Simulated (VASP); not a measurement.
Output of a VASP run:

OSZICAR:
```
       N       E                     dE             d eps       ncg     rms          rms(c)
DAV:   1     0.132414900700E+02    0.13241E+02   -0.39394E+03  1134   0.627E+02
DAV:   2    -0.623553909790E+01   -0.19477E+02   -0.18504E+02   899   0.124E+02
DAV:   3    -0.635194698497E+01   -0.11641E+00   -0.11630E+00  1053   0.967E+00
DAV:   4    -0.635230585530E+01   -0.35887E-03   -0.35886E-03   902   0.506E-01
DAV:   5    -0.635230868950E+01   -0.28342E-05   -0.28351E-05  1027   0.425E-02    0.149E+01
DAV:   6    -0.604034426044E+01    0.31196E+00   -0.71629E-01   864   0.791E+00    0.801E+00
DAV:   7    -0.599612681188E+01    0.44217E-01   -0.16468E-01   896   0.369E+00    0.258E+00
DAV:   8    -0.599227445609E+01    0.38524E-02   -0.63672E-03   918   0.776E-01    0.438E-01
DAV:   9    -0.599219061656E+01    0.83840E-04   -0.41251E-05   879   0.691E-02    0.142E-02
DAV:  10    -0.599219622133E+01   -0.56048E-05   -0.21168E-06   946   0.118E-02    0.149E-03
DAV:  11    -0.599219627201E+01   -0.50686E-07   -0.23951E-08   442   0.157E-03
   1 F= -.59921963E+01 E0= -.59937177E+01  d E =0.456442E-02
```

### OUTCAR
```
------------------------ aborting loop because EDIFF is reached ----------------------------------------
  FORCE on cell =-STRESS in cart. coord.  units (eV):
  Direction    XX          YY          ZZ          XY          YZ          ZX
  --------------------------------------------------------------------------------------
  Total        2.2575232      2.2575232      2.2575232      0.0000000      0.0000000      0.0000000
  in kB      251.6464170    251.6464170    251.6464170      0.0000000      0.0000000      0.0000000
  external PRESSURE =     251.6464170 kB  Pullay stress =       0.0000000 kB
  volume of cell :       14.37
      direct lattice vectors                 reciprocal lattice vectors
     0.000000000  1.929778000  1.929778000    -0.259097160  0.259097160  0.259097160
     1.929778000  0.000000000  1.929778000     0.259097160 -0.259097160  0.259097160
     1.929778000  1.929778000  0.000000000     0.259097160  0.259097160 -0.259097160
 POSITION                                       TOTAL-FORCE (eV/Angst)
 -----------------------------------------------------------------------------------
      0.00000      0.00000      0.00000         0.000000      0.000000     -0.000000
 -----------------------------------------------------------------------------------
    total drift:                                0.000000      0.000000     -0.000000
  FREE ENERGIE OF THE ION-ELECTRON SYSTEM (eV)
  ---------------------------------------------------
  free  energy   TOTEN  =        -5.9921962720 eV

  energy  without entropy=       -5.9967606937  energy(sigma->0) =       -5.99371775
```
(Selected blocks of OUTCAR.)

**POSCAR**
```
Pt
1
    0.0000000000     1.9297780000     1.9297780000
    1.9297780000     0.0000000000     1.9297780000
    1.9297780000     1.9297780000     0.0000000000
Pt
1
Direct
  0.0000000000   0.0000000000   0.0000000000
```

Problem. Reconstruct the remaining input files.

Solution. This is not unique; one that fits is the input of the run itself, PBE GGA, plane waves, VASP's PBE PAW potentials (set 64).

KPOINTS:
```
Automatic mesh
0
Gamma
10 10 10
0 0 0
```

**INCAR**
```
LASPH = .TRUE.   # aspherical one-centre terms
NELM = 100   # most electronic steps
ALGO = Normal   # blocked Davidson
LREAL = .FALSE.   # projection in real space or not
LCHARG = .FALSE.
SIGMA = 0.2
ENCUT = 300
ISMEAR = 1   # Methfessel-Paxton
SYSTEM = Pt
LWAVE = .FALSE.
PREC = Accurate
ISIF = 2
EDIFF = 1E-6   # SCF stop (eV)
LMAXMIX = 6
GGA = PE   # PBE
```

POTCAR, in this order: Pt (PBE.64 set). Program: vasp_std.

At this cut-off the stress carries a Pulay error, which pulls relaxed volumes low.

The structure comes from a computed database's Pt entry; how it stands against other phases isn't given here. The cell was not relaxed at this level.
